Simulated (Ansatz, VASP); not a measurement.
## TaMoAu in VASP and in Ansatz

```
Ta Mo Au
1.0
     3.86200    0.00000    0.00000
     0.00000    3.86200    0.00000
     0.00000    0.00000    4.41074
Ta Mo Au
1 1 1
Direct
  0.50000 0.50000 0.50000
  0.00000 0.00000 0.50000
  0.00000 0.00000 0.00000
```

Alike in both runs: task relaxation of cell and atoms; functional PBE; k mesh 4 × 4 × 4; occupations gaussian, width 0.1 eV; no spin polarisation.

|  | VASP | Ansatz |
| --- | --- | --- |
| version | VASP 6.6.1 | Ansatz 0.2.0 |
| potentials or method | VASP PAW PBE potentials, release 64 (Ta_pv, Mo_sv, Au) | scalar-relativistic, plane waves, PAW |
| plane-wave cutoff (eV) | 600 | 420 |
| valence electrons in the cell | 36 | 46 |

|  | VASP | Ansatz | Ansatz less VASP |
| --- | --- | --- | --- |
| gap on the k mesh at the Fermi level, each at its own relaxed structure (eV) | none | none | - |
| relaxed volume (Å³/atom) | 22.76 | 22.71 | -0.051 |
| relaxed cell length with the largest relative difference (Å) | 3.595 | 3.591 | -0.0043 |
| energy change over the relaxation (meV/atom) | -811 | -806 | +5.2 |

A gap of «none» marks a metal or a gap that the smearing closes. The two sets of potentials don't hold the same shells in valence.

Caveats: the k mesh is coarse (spacing up to 0.41 Å⁻¹), so the values aren't converged. The runs have no spin-orbit coupling, so splittings on Au, Ta are missing.
